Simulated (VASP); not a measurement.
Data:

```
CELL_PARAMETERS angstrom
      0.00000     2.95435     2.95435
      2.95435     0.00000     2.95435
      2.95435     2.95435     0.00000
ATOMIC_POSITIONS crystal
  Pb 0.00000 0.00000 0.00000
  F  0.25000 0.25000 0.25000
  F  0.75000 0.75000 0.75000
```

All values below come from MS2 meta-GGA, VASP's PBE PAW potentials (set 64) (plane waves; VASP). Run with 520 eV cut-off, 7×7×7 Γ-centred mesh, tetrahedra with Blöchl corrections, potentials Pb_d F.

Unless said otherwise, spin-orbit coupling is left out, though it shifts the bands of the heavy elements here.

**Question.** Give the energies of bands 8 to 17 at the high-symmetry points, in eV from the valence-band maximum.

**Answer.** 
```json
[
 {"band": "8", "Γ": "-4.62", "X": "-6.51", "U": "-6.43", "L": "-5.99", "W": "-6.46"},
 {"band": "9", "Γ": "-2.70", "X": "-3.79", "U": "-3.73", "L": "-3.26", "W": "-3.96"},
 {"band": "10", "Γ": "-2.70", "X": "-3.79", "U": "-3.56", "L": "-2.91", "W": "-2.91"},
 {"band": "11", "Γ": "-2.70", "X": "-1.77", "U": "-2.29", "L": "-2.91", "W": "-2.91"},
 {"band": "12", "Γ": "-2.20", "X": "-1.77", "U": "-1.93", "L": "-2.37", "W": "-1.83"},
 {"band": "13", "Γ": "-2.20", "X": "-1.77", "U": "-1.78", "L": "-2.37", "W": "-1.71"},
 {"band": "14", "Γ": "-2.20", "X": "-0.15", "U": "-0.04", "L": "-0.07", "W": "0.00"},
 {"band": "15", "Γ": "6.84", "X": "4.45", "U": "5.37", "L": "5.03", "W": "6.13"},
 {"band": "16", "Γ": "6.84", "X": "8.03", "U": "6.74", "L": "7.78", "W": "6.13"},
 {"band": "17", "Γ": "6.84", "X": "8.03", "U": "8.01", "L": "7.78", "W": "7.55"}
]
```

The gap is indirect, 4.45 eV, from the valence maximum at W to the conduction minimum at X.

The compound is PbF2 in the fluorite structure, the β form. It was relaxed first.
